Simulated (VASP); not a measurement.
Input:

```cif
data_B4P4
_chemical_formula_sum 'B4 P4'
_space_group_name_H-M_alt 'F-43m'
_space_group_IT_number 216
_space_group_name_Hall 'F -4 2 3'
_cell_length_a 4.60179
_cell_length_b 4.60179
_cell_length_c 4.60179
_cell_angle_alpha 90.000
_cell_angle_beta 90.000
_cell_angle_gamma 90.000
loop_
_atom_site_label
_atom_site_type_symbol
_atom_site_symmetry_multiplicity
_atom_site_Wyckoff_symbol
_atom_site_fract_x
_atom_site_fract_y
_atom_site_fract_z
_atom_site_occupancy
B1 B 4 a 0.00000 0.00000 0.00000 1
P1 P 4 d 0.75000 0.75000 0.75000 1
```
(The calculation used a cell of 2 atoms; values per cell refer to that cell.)

Level of theory: vdW-DF2, VASP's PBE PAW potentials (set 64) (plane waves; VASP). Settings: 520 eV cut-off, 10×10×10 Γ-centred mesh, Gaussian smearing of 0.050 eV, potentials B P.

Q: Give the energy at these volumes per atom, relative to the lowest: 11.45, 11.81, 12.18, 12.54, 12.91 Å³.

A: 22.6, 5.4, 0.0, 4.7, 18.1 meV/atom. A third-order Birch-Murnaghan fit gives B0 = 147 GPa and B0′ = 3.9.

Measured: bulk modulus 176 GPa at 0 K (computed value off by -16.5 %), as given by Tamar Goldzak et al., The Journal of Chemical Physics (2022), arXiv:2208.04865 [0 K, zero-point effect removed]; a 4.525 Å at 0 K (computed value off by +1.7 %), as given by Daniel Mejia-Rodriguez et al., Physical Review B (2018), arXiv:1807.09216 [static lattice: zero-point anharmonic expansion removed].

The compound is BP in the zinc blende structure. It was relaxed first.
